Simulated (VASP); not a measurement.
Level of theory: PBE GGA, VASP's PBE PAW potentials (set 64) (plane waves; VASP).

The input files of a VASP run:

### POSCAR
```
Al37N36
1
    4.6932676572    -8.1289780182     0.0000000000
    4.6932676572     8.1289780182     0.0000000000
    0.0000000000     0.0000000000    10.0192026154
Al N
37 36
Direct
  0.2222220000   0.1111110000   0.2500000000
  0.1111110000   0.2222220000   0.0000000000
  0.2252830000   0.1152670000   0.7479530000
  0.1074920000   0.2211480000   0.4992230000
  0.2222220000   0.4444440000   0.2500000000
  0.1111110000   0.5555560000   0.0000000000
  0.2261980000   0.4435630000   0.7485270000
  0.1111110000   0.5555560000   0.5000000000
  0.2222220000   0.7777780000   0.2500000000
  0.1111110000   0.8888890000   0.0000000000
  0.2222220000   0.7777780000   0.7500000000
  0.1111110000   0.8888890000   0.5000000000
  0.5555560000   0.1111110000   0.2500000000
  0.4444440000   0.2222220000   0.0000000000
  0.5555560000   0.1111110000   0.7500000000
  0.4461870000   0.2184350000   0.4975870000
  0.5555560000   0.4444440000   0.2500000000
  0.4444440000   0.5555560000   0.0000000000
  0.5496770000   0.4399160000   0.7536330000
  0.4395930000   0.5552440000   0.4992620000
  0.5555560000   0.7777780000   0.2500000000
  0.4444440000   0.8888890000   0.0000000000
  0.5555560000   0.7777780000   0.7500000000
  0.4444440000   0.8888890000   0.5000000000
  0.8888890000   0.1111110000   0.2500000000
  0.7777780000   0.2222220000   0.0000000000
  0.8888890000   0.1111110000   0.7500000000
  0.7777780000   0.2222220000   0.5000000000
  0.8888890000   0.4444440000   0.2500000000
  0.7777780000   0.5555560000   0.0000000000
  0.8888890000   0.4444440000   0.7500000000
  0.7777780000   0.5555560000   0.5000000000
  0.8888890000   0.7777780000   0.2500000000
  0.7777780000   0.8888890000   0.0000000000
  0.8888890000   0.7777780000   0.7500000000
  0.7777780000   0.8888890000   0.5000000000
  0.3351400000   0.3361230000   0.5992280000
  0.2201050000   0.1095020000   0.4383920000
  0.1111110000   0.2222220000   0.1910000000
  0.2222220000   0.1111110000   0.9410000000
  0.1104240000   0.2159590000   0.6889160000
  0.2230740000   0.4445940000   0.4363420000
  0.1111110000   0.5555560000   0.1910000000
  0.2222220000   0.4444440000   0.9410000000
  0.1111110000   0.5555560000   0.6910000000
  0.2222220000   0.7777780000   0.4410000000
  0.1111110000   0.8888890000   0.1910000000
  0.2222220000   0.7777780000   0.9410000000
  0.1111110000   0.8888890000   0.6910000000
  0.5555560000   0.1111110000   0.4410000000
  0.4444440000   0.2222220000   0.1910000000
  0.5555560000   0.1111110000   0.9410000000
  0.4437260000   0.2165580000   0.6917330000
  0.5518680000   0.4441120000   0.4381250000
  0.4444440000   0.5555560000   0.1910000000
  0.5555560000   0.4444440000   0.9410000000
  0.4471160000   0.5579420000   0.6930150000
  0.5555560000   0.7777780000   0.4410000000
  0.4444440000   0.8888890000   0.1910000000
  0.5555560000   0.7777780000   0.9410000000
  0.4444440000   0.8888890000   0.6910000000
  0.8888890000   0.1111110000   0.4410000000
  0.7777780000   0.2222220000   0.1910000000
  0.8888890000   0.1111110000   0.9410000000
  0.7777780000   0.2222220000   0.6910000000
  0.8888890000   0.4444440000   0.4410000000
  0.7777780000   0.5555560000   0.1910000000
  0.8888890000   0.4444440000   0.9410000000
  0.7777780000   0.5555560000   0.6910000000
  0.8888890000   0.7777780000   0.4410000000
  0.7777780000   0.8888890000   0.1910000000
  0.8888890000   0.7777780000   0.9410000000
  0.7777780000   0.8888890000   0.6910000000
```

INCAR:
```
SYSTEM = Al37N36
PREC = Normal; ENCUT = 400; LREAL = Auto
LASPH = .TRUE.; ISYM = 0
EDIFF = 1E-5; NELM = 100; NELMIN = 4
ALGO = Fast
ISMEAR = 0; SIGMA = 0.05
GGA = PE
ISPIN = 2; MAGMOM = 73*0.0137; NUPDOWN = 1
IBRION = 2; NSW = 60; ISIF = 2
EDIFFG = -0.03
LWAVE = .TRUE.; LCHARG = .FALSE.; LORBIT = 10
```

### KPOINTS
```
Automatic mesh
0
Gamma
1 1 1
0 0 0
```

POTCAR, in this order: Al N (PBE.64 set). Program: vasp_gam.

The resulting files:

File OSZICAR:
```
...
RMM:   3    -0.527265397280E+03    0.52033E-03   -0.18966E-02   739   0.310E-01    0.180E-01
RMM:   4    -0.527264791711E+03    0.60557E-03   -0.64519E-03   736   0.166E-01    0.596E-02
RMM:   5    -0.527264855561E+03   -0.63851E-04   -0.93190E-04   781   0.644E-02    0.436E-02
RMM:   6    -0.527264868619E+03   -0.13057E-04   -0.25154E-04   748   0.314E-02    0.234E-02
RMM:   7    -0.527264868063E+03    0.55538E-06   -0.39044E-05   526   0.141E-02
  14 F= -.52726487E+03 E0= -.52726487E+03  d E =-.486524E-01  mag=     1.0000
       N       E                     dE             d eps       ncg     rms          rms(c)
DAV:   1    -0.527265803414E+03   -0.93480E-03   -0.30801E-01   848   0.141E+00    0.964E-02
RMM:   2    -0.527266186160E+03   -0.38275E-03   -0.58108E-03   732   0.172E-01    0.524E-02
RMM:   3    -0.527266175077E+03    0.11083E-04   -0.71911E-04   739   0.599E-02    0.343E-02
RMM:   4    -0.527266155105E+03    0.19973E-04   -0.22723E-04   733   0.313E-02    0.118E-02
RMM:   5    -0.527266157798E+03   -0.26934E-05   -0.34094E-05   515   0.124E-02
  15 F= -.52726616E+03 E0= -.52726616E+03  d E =-.499421E-01  mag=     1.0000
       N       E                     dE             d eps       ncg     rms          rms(c)
DAV:   1    -0.527286147089E+03   -0.19992E-01   -0.72498E+00   732   0.679E+00    0.402E-01
RMM:   2    -0.527293284413E+03   -0.71373E-02   -0.10971E-01   732   0.724E-01    0.212E-01
RMM:   3    -0.527293029251E+03    0.25516E-03   -0.13164E-02   737   0.256E-01    0.134E-01
RMM:   4    -0.527292728227E+03    0.30102E-03   -0.35187E-03   736   0.125E-01    0.472E-02
RMM:   5    -0.527292784297E+03   -0.56070E-04   -0.58738E-04   797   0.494E-02    0.352E-02
RMM:   6    -0.527292790682E+03   -0.63852E-05   -0.84665E-05   720   0.204E-02
  16 F= -.52729279E+03 E0= -.52729279E+03  d E =-.266329E-01  mag=     1.0000
       N       E                     dE             d eps       ncg     rms          rms(c)
DAV:   1    -0.527294233685E+03   -0.14494E-02   -0.13091E+00   792   0.288E+00    0.169E-01
RMM:   2    -0.527295498951E+03   -0.12653E-02   -0.19709E-02   732   0.307E-01    0.896E-02
RMM:   3    -0.527295451830E+03    0.47121E-04   -0.23994E-03   737   0.110E-01    0.560E-02
RMM:   4    -0.527295401232E+03    0.50598E-04   -0.64092E-04   736   0.533E-02    0.212E-02
RMM:   5    -0.527295411606E+03   -0.10374E-04   -0.10807E-04   702   0.212E-02    0.158E-02
RMM:   6    -0.527295412755E+03   -0.11486E-05   -0.15720E-05   451   0.877E-03
  17 F= -.52729541E+03 E0= -.52729541E+03  d E =-.292550E-01  mag=     1.0000
       N       E                     dE             d eps       ncg     rms          rms(c)
DAV:   1    -0.527301631021E+03   -0.62194E-02   -0.33858E+00   732   0.468E+00    0.284E-01
RMM:   2    -0.527305339076E+03   -0.37081E-02   -0.55781E-02   732   0.530E-01    0.153E-01
RMM:   3    -0.527305199836E+03    0.13924E-03   -0.67480E-03   737   0.185E-01    0.964E-02
RMM:   4    -0.527305033617E+03    0.16622E-03   -0.19202E-03   736   0.923E-02    0.322E-02
RMM:   5    -0.527305059274E+03   -0.25657E-04   -0.30213E-04   779   0.361E-02    0.239E-02
RMM:   6    -0.527305063952E+03   -0.46782E-05   -0.61404E-05   604   0.161E-02
  18 F= -.52730506E+03 E0= -.52730506E+03  d E =-.965120E-02  mag=     1.0000
       N       E                     dE             d eps       ncg     rms          rms(c)
DAV:   1    -0.527305089253E+03   -0.29979E-04   -0.13049E-02   856   0.290E-01    0.189E-02
RMM:   2    -0.527305103577E+03   -0.14324E-04   -0.21332E-04   719   0.326E-02    0.105E-02
RMM:   3    -0.527305103495E+03    0.82362E-07   -0.27882E-05   489   0.121E-02    0.705E-03
RMM:   4    -0.527305103085E+03    0.41019E-06   -0.57648E-06   439   0.537E-03
  19 F= -.52730510E+03 E0= -.52730510E+03  d E =-.969033E-02  mag=     1.0000
       N       E                     dE             d eps       ncg     rms          rms(c)
DAV:   1    -0.527307615484E+03   -0.25120E-02   -0.17489E+00   732   0.338E+00    0.202E-01
RMM:   2    -0.527309145647E+03   -0.15302E-02   -0.26960E-02   733   0.363E-01    0.107E-01
RMM:   3    -0.527309054154E+03    0.91492E-04   -0.34035E-03   738   0.129E-01    0.663E-02
RMM:   4    -0.527308988849E+03    0.65305E-04   -0.91401E-04   736   0.624E-02    0.232E-02
RMM:   5    -0.527309002459E+03   -0.13609E-04   -0.15077E-04   744   0.250E-02    0.172E-02
RMM:   6    -0.527309003770E+03   -0.13111E-05   -0.22270E-05   477   0.103E-02
  20 F= -.52730900E+03 E0= -.52730900E+03  d E =-.390068E-02  mag=     1.0000
       N       E                     dE             d eps       ncg     rms          rms(c)
DAV:   1    -0.527309009044E+03   -0.65849E-05   -0.36721E-03   840   0.155E-01    0.101E-02
RMM:   2    -0.527309012341E+03   -0.32977E-05   -0.56664E-05   577   0.168E-02    0.597E-03
RMM:   3    -0.527309012041E+03    0.29996E-06   -0.57613E-06   434   0.559E-03    0.400E-03
RMM:   4    -0.527309011807E+03    0.23391E-06   -0.18013E-06   412   0.274E-03
  21 F= -.52730901E+03 E0= -.52730901E+03  d E =-.390872E-02  mag=     1.0000
       N       E                     dE             d eps       ncg     rms          rms(c)
DAV:   1    -0.527310267563E+03   -0.12555E-02   -0.43134E-01   732   0.167E+00    0.104E-01
RMM:   2    -0.527310700626E+03   -0.43306E-03   -0.69193E-03   732   0.187E-01    0.552E-02
RMM:   3    -0.527310676564E+03    0.24062E-04   -0.83073E-04   738   0.655E-02    0.347E-02
RMM:   4    -0.527310655756E+03    0.20808E-04   -0.24494E-04   736   0.325E-02    0.116E-02
RMM:   5    -0.527310659302E+03   -0.35464E-05   -0.38013E-05   518   0.129E-02
  22 F= -.52731066E+03 E0= -.52731066E+03  d E =-.164749E-02  mag=     1.0000
       N       E                     dE             d eps       ncg     rms          rms(c)
DAV:   1    -0.527310723510E+03   -0.67754E-04   -0.44659E-02   832   0.539E-01    0.334E-02
RMM:   2    -0.527310770158E+03   -0.46648E-04   -0.73694E-04   733   0.613E-02    0.185E-02
RMM:   3    -0.527310768051E+03    0.21073E-05   -0.90777E-05   684   0.217E-02    0.119E-02
RMM:   4    -0.527310766000E+03    0.20504E-05   -0.25980E-05   483   0.108E-02
  23 F= -.52731077E+03 E0= -.52731077E+03  d E =-.175419E-02  mag=     1.0000
       N       E                     dE             d eps       ncg     rms          rms(c)
DAV:   1    -0.527311577984E+03   -0.80993E-03   -0.26733E-01   746   0.130E+00    0.896E-02
RMM:   2    -0.527311876038E+03   -0.29805E-03   -0.46975E-03   732   0.156E-01    0.458E-02
RMM:   3    -0.527311866854E+03    0.91839E-05   -0.55923E-04   737   0.548E-02    0.287E-02
RMM:   4    -0.527311855116E+03    0.11738E-04   -0.16033E-04   731   0.269E-02    0.103E-02
RMM:   5    -0.527311857529E+03   -0.24135E-05   -0.25764E-05   488   0.109E-02
  24 F= -.52731186E+03 E0= -.52731186E+03  d E =-.109153E-02  mag=     1.0000
       N       E                     dE             d eps       ncg     rms          rms(c)
DAV:   1    -0.527311893894E+03   -0.38779E-04   -0.22139E-02   848   0.376E-01    0.258E-02
RMM:   2    -0.527311920750E+03   -0.26856E-04   -0.40435E-04   732   0.462E-02    0.139E-02
RMM:   3    -0.527311920330E+03    0.41994E-06   -0.49757E-05   585   0.163E-02    0.911E-03
RMM:   4    -0.527311919359E+03    0.97137E-06   -0.12909E-05   441   0.787E-03
  25 F= -.52731192E+03 E0= -.52731192E+03  d E =-.115336E-02  mag=     1.0000
       N       E                     dE             d eps       ncg     rms          rms(c)
DAV:   1    -0.527312266682E+03   -0.34635E-03   -0.19268E-01   746   0.112E+00    0.755E-02
RMM:   2    -0.527312513768E+03   -0.24709E-03   -0.36229E-03   732   0.137E-01    0.410E-02
RMM:   3    -0.527312516847E+03   -0.30792E-05   -0.44746E-04   743   0.477E-02    0.280E-02
RMM:   4    -0.527312504499E+03    0.12347E-04   -0.13387E-04   734   0.246E-02    0.927E-03
RMM:   5    -0.527312505604E+03   -0.11043E-05   -0.19617E-05   464   0.979E-03
  26 F= -.52731251E+03 E0= -.52731251E+03  d E =-.586245E-03  mag=     1.0000
```

### OUTCAR
```
------------------------ aborting loop because EDIFF is reached ----------------------------------------
  FORCE on cell =-STRESS in cart. coord.  units (eV):
  Direction    XX          YY          ZZ          XY          YZ          ZX
  --------------------------------------------------------------------------------------
  Total       12.1650805     12.3962519     20.7165582      0.0432629      0.0091326     -0.0250605
  in kB       25.4947725     25.9792464     43.4163951      0.0906676      0.0191395     -0.0525202
  external PRESSURE =      31.6301380 kB  Pullay stress =       0.0000000 kB
  volume of cell :      764.49
      direct lattice vectors                 reciprocal lattice vectors
     4.693267657 -8.128978018  0.000000000     0.106535582 -0.061508347  0.000000000
     4.693267657  8.128978018  0.000000000     0.106535582  0.061508347  0.000000000
     0.000000000  0.000000000 10.019202615     0.000000000  0.000000000  0.099808342
  FREE ENERGIE OF THE ION-ELECTRON SYSTEM (eV)
  ---------------------------------------------------
  free  energy   TOTEN  =      -527.3125056038 eV

  energy  without entropy=     -527.3125056038  energy(sigma->0) =     -527.31250560

 total charge

# of ion       s       p       d       tot
------------------------------------------
    1        0.365   0.445   0.000   0.810
    2        0.362   0.436   0.000   0.798
    3        0.378   0.450   0.000   0.828
    4        0.361   0.413   0.000   0.774
    5        0.365   0.445   0.000   0.810
    6        0.369   0.449   0.000   0.818
    7        0.378   0.450   0.000   0.828
    8        0.366   0.442   0.000   0.807
    9        0.365   0.438   0.000   0.803
   10        0.369   0.449   0.000   0.818
   11        0.364   0.437   0.000   0.802
   12        0.366   0.442   0.000   0.807
   13        0.364   0.435   0.000   0.799
   14        0.362   0.436   0.000   0.798
   15        0.357   0.420   0.000   0.777
   16        0.361   0.412   0.000   0.773
   17        0.365   0.445   0.000   0.810
   18        0.362   0.436   0.000   0.798
   19        0.378   0.450   0.000   0.827
   20        0.361   0.412   0.000   0.773
   21        0.364   0.435   0.000   0.799
   22        0.363   0.432   0.000   0.795
   23        0.357   0.420   0.000   0.777
   24        0.361   0.430   0.000   0.792
   25        0.364   0.435   0.000   0.799
   26        0.363   0.432   0.000   0.795
   27        0.357   0.420   0.000   0.777
   28        0.361   0.430   0.000   0.791
   29        0.365   0.438   0.000   0.803
   30        0.369   0.449   0.000   0.818
   31        0.364   0.438   0.000   0.802
   32        0.366   0.442   0.000   0.807
   33        0.365   0.438   0.000   0.803
   34        0.363   0.432   0.000   0.795
   35        0.364   0.438   0.000   0.802
   36        0.361   0.430   0.000   0.792
   37        0.471   0.549   0.000   1.020
   38        1.250   2.597   0.000   3.847
   39        1.238   2.593   0.000   3.831
   40        1.244   2.603   0.000   3.847
   41        1.249   2.534   0.000   3.783
   42        1.250   2.597   0.000   3.847
   43        1.240   2.616   0.000   3.856
   44        1.244   2.602   0.000   3.846
   45        1.243   2.594   0.000   3.837
   46        1.237   2.599   0.000   3.836
   47        1.240   2.616   0.000   3.856
   48        1.239   2.587   0.000   3.827
   49        1.243   2.594   0.000   3.837
   50        1.239   2.578   0.000   3.817
   51        1.238   2.594   0.000   3.832
   52        1.238   2.589   0.000   3.827
   53        1.249   2.533   0.000   3.782
   54        1.250   2.596   0.000   3.847
   55        1.238   2.594   0.000   3.832
   56        1.244   2.602   0.000   3.846
   57        1.249   2.533   0.000   3.782
   58        1.239   2.578   0.000   3.817
   59        1.238   2.587   0.000   3.825
   60        1.238   2.589   0.000   3.827
   61        1.238   2.583   0.000   3.821
   62        1.239   2.578   0.000   3.816
   63        1.238   2.587   0.000   3.825
   64        1.238   2.589   0.000   3.828
   65        1.238   2.583   0.000   3.821
   66        1.237   2.599   0.000   3.837
   67        1.240   2.616   0.000   3.856
   68        1.239   2.587   0.000   3.827
   69        1.243   2.594   0.000   3.837
   70        1.237   2.600   0.000   3.837
   71        1.238   2.587   0.000   3.825
   72        1.239   2.587   0.000   3.827
   73        1.238   2.583   0.000   3.821
--------------------------------------------------
tot         58.275 109.409   0.000 167.684

 magnetization (x)

# of ion       s       p       d       tot
------------------------------------------
    1        0.001   0.000   0.000   0.001
    2        0.002  -0.000   0.000   0.002
    3        0.005   0.000   0.000   0.006
    4        0.002   0.003   0.000   0.005
    5        0.001   0.000   0.000   0.001
    6        0.002   0.000   0.000   0.002
    7        0.005   0.000   0.000   0.006
    8        0.001   0.001   0.000   0.002
...
```
(Selected blocks of OUTCAR.)

CONTCAR:
```
Al37N36
   1.00000000000000
     4.6932676571999998   -8.1289780181999998    0.0000000000000000
     4.6932676571999998    8.1289780181999998    0.0000000000000000
     0.0000000000000000    0.0000000000000000   10.0192026153999993
  Al              N
    37    36
Direct
     0.2188793362603932    0.1043663632370389    0.2367641668155812
     0.1067418901846356    0.2198944990798672    0.0024688624089054
     0.2110367777097207    0.0885842665415056    0.7721748954090554
     0.1197123838691881    0.2263429241761028    0.4697858669791822
     0.2189197688077156    0.4476048202817268    0.2368279080707574
     0.1071705983105688    0.5592066029732246    0.0028020804939190
     0.2109789880267025    0.4552979141481233    0.7720893083604826
     0.1100853825333751    0.5562487621775728    0.4965152090412796
     0.2216735591705446    0.7773497914692502    0.2510748926614464
     0.1071334909290265    0.8809613705393847    0.0028197386842566
     0.2226206861687504    0.7777779726086130    0.7477468919445835
     0.1100794057493208    0.8868741114117167    0.4965030301646692
     0.5570535628240155    0.1093749156914522    0.2488250512640795
     0.4465639711040162    0.2199368244020889    0.0025456647528397
     0.5556054977796784    0.1107101115971734    0.7493507854242377
     0.4400296060082191    0.2261495727382187    0.4701638539446953
     0.5619605005327755    0.4475550558237357    0.2370063884070301
     0.4465431756487416    0.5596476114325957    0.0025426880081868
     0.5776373781157180    0.4552532527611162    0.7718999811476801
     0.4400328984157666    0.5469410393220467    0.4703987410537650
     0.5570386484128753    0.7807742089062456    0.2488200794367048
     0.4442787911399949    0.8886376829994844    0.9992299503366541
     0.5555827934919504    0.7777362509244317    0.7493809779454225
     0.4437289762932118    0.8883809781865786    0.4987912567681529
     0.8856175986611032    0.1093699858307339    0.2487687176295357
     0.7777216687824875    0.2221060326905400    0.9992558043406603
     0.8885486188620096    0.1107384320690993    0.7494412626125846
     0.7780540962046757    0.2226730186255940    0.4987861450775408
     0.8889849184481728    0.4447000578210514    0.2510735521781114
     0.7853167795764702    0.5591917106997872    0.0027958094438402
     0.8885467633633702    0.4437310764314612    0.7477617197520550
     0.7794096611770286    0.5562458791399764    0.4965501449503323
     0.8889707896986755    0.7773775208570183    0.2511071327629916
     0.7776959300382401    0.8886595105444663    0.9992421618567533
     0.8885274891684325    0.7778072857789466    0.7477676911870895
     0.7780180295424262    0.8884477238674298    0.4987901816577699
     0.3328688629876611    0.3328256988648761    0.6364111914729647
     0.2145705135816462    0.0956717210084791    0.4229850221717557
     0.1083215488982047    0.2207058476096767    0.1917904556903239
     0.2199779200612646    0.1064861562247997    0.9555613190135053
     0.1205953307758151    0.2267697695360109    0.7096047155831412
     0.2146480861665312    0.4519304691306832    0.4230631566341188
     0.1074791215466228    0.5588842664200638    0.1888679380393855
     0.2199854439825988    0.4464927961941566    0.9555502498597055
     0.1098304456408226    0.5565031188810042    0.6894857467419020
     0.2222628498879141    0.7776557376590241    0.4415550982977595
     0.1074221190921960    0.8815993136319278    0.1888658187753612
     0.2227288074721180    0.7778834942625159    0.9381831175761174
     0.1098228588097793    0.8862855979209678    0.6894875133214984
     0.5550327476768788    0.1113752347690148    0.4408831930337893
     0.4457473120897692    0.2207683287006314    0.1917888387088479
     0.5560531023429736    0.1103037438630066    0.9403627949155255
     0.4395489031648676    0.2267267266417550    0.7090276983521920
     0.5704253328210046    0.4517951138462740    0.4232781075787275
     0.4457591956106734    0.5581158134477622    0.1917605909081124
     0.5598539335116238    0.4464366754423179    0.9553547721033002
     0.4394969601764208    0.5457149748265859    0.7088710226722438
     0.5550684477274952    0.7767920638249904    0.4408990787637274
     0.4432669142777472    0.8881732243181354    0.1902850252650674
     0.5560397045214005    0.7787182520632141    0.9403266007777547
     0.4446131938458641    0.8887623867065623    0.6900252850395553
     0.8898010411217658    0.1114319193915759    0.4408594044208047
     0.7782183163735079    0.2231334714126078    0.1902901436869997
     0.8875806256969856    0.1103062137037392    0.9404238245165750
     0.7775794518447285    0.2217476525135789    0.6900346558172412
     0.8886824306449116    0.4441346896448458    0.4415502800977373
     0.7846824662331874    0.5589141294962410    0.1889056454595516
     0.8884819572523384    0.4436469712280869    0.9381879138834271
     0.7800680364320601    0.5565433245327579    0.6894753676633694
     0.8886684920880619    0.7776371336425658    0.4415708385158327
     0.7781968761480890    0.8881773035840260    0.1902955260306375
     0.8884639784384694    0.7778804945492857    0.9381859245456964
     0.7775412600459951    0.8887800327208395    0.6900135310930008
```

At this cut-off the stress carries a Pulay error, which pulls relaxed volumes low. The supercell is sampled at Γ alone, which is coarse: total energies, pressure and levels can be off, energies of defects by several tenths of an eV.

The cell is a supercell with a defect, built from AlN (wurtzite): Al_i.
